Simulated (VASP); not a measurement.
# SiH₃SeF: harmonic vibrations of a molecule

SiH₃SeF, molecule in box, 6 atoms in the cell. PBE, harmonic vibrations; PAW potentials F, Si, Se, H (PBE set).

## Input

INCAR.step1:
```
ALGO     = Normal         # electronic algorithm
EDIFF    = 1E-8           # SCF threshold, eV
EDIFFG   = -0.002         # ionic threshold
ENCUT    = 400            # plane-wave cutoff, eV
IBRION   = 2              # ionic algorithm
ISIF     = 2              # what is computed and relaxed
ISMEAR   = 0              # smearing method
ISYM     = 0            
LASPH    = T              # aspherical terms in the spheres
LCHARG   = F              # write CHGCAR
LREAL    = F              # projectors in reciprocal space
LWAVE    = F              # write WAVECAR
NELM     = 100            # most SCF steps
NSW      = 60             # ionic steps
POTIM    = 0.5            # step
PREC     = Accurate       # precision mode
SIGMA    = 0.01           # smearing width, eV
```

INCAR.step2, as INCAR.step1 but for:
```
- EDIFFG = -0.002
- IBRION = 2
- ISIF = 2
- NSW = 60
- POTIM = 0.5
+ IBRION = 5
+ NFREE = 2
+ NSW = 1
+ POTIM = 0.015
```

KPOINTS:
```
k-points
0
Gamma
  1 1 1
```

POSCAR.step1:
```
SiH3SeF
1.0
   12.0000000000      0.0000000000      0.0000000000
    0.0000000000     12.0000000000      0.0000000000
    0.0000000000      0.0000000000     13.0000000000
F Si Se H
1 1 1 3
Direct
    0.3786375000      0.5333958300      0.4870923100
    0.5064625000      0.5224208300      0.4542307700
    0.6235291700      0.5763125000      0.5808000000
    0.5251708300      0.4042291700      0.4271230800
    0.5266875000      0.5992708300      0.3673000000
    0.6085291700      0.4717625000      0.6379307700
```

Commands (each step's output is kept before the next begins):
```
cat potpaw_PBE.64/F/POTCAR potpaw_PBE.64/Si/POTCAR potpaw_PBE.64/Se/POTCAR potpaw_PBE.64/H/POTCAR > POTCAR
cp INCAR.step1 INCAR
cp POSCAR.step1 POSCAR
mpirun -np 4 vasp_gam > vasp.out
cp CONTCAR POSCAR
cp INCAR.step2 INCAR
mpirun -np 4 vasp_gam > vasp.out
```

## Result

- Vibrations (cm⁻¹; a negative value is imaginary): 2352, 2212, 2197, 909, 858, 821, 740, 684, 471, 389, 200, 186
- Zero-point energy (eV): 0.745
- Translations and rotations, which should read zero (cm⁻¹): -8, -4, -2, 4, 14, 26
- Vibrational entropy at 298 K (meV/K): 0.313
- Displaced cells: 36
- Ionic steps, all stages: 92
- Electronic steps, all stages: 1209

VASP 6.6.1 took 1788 s on 4 cores (Intel Xeon Platinum 8259CL @ 2.50GHz (Skylake/Cascade Lake)), a shared host.
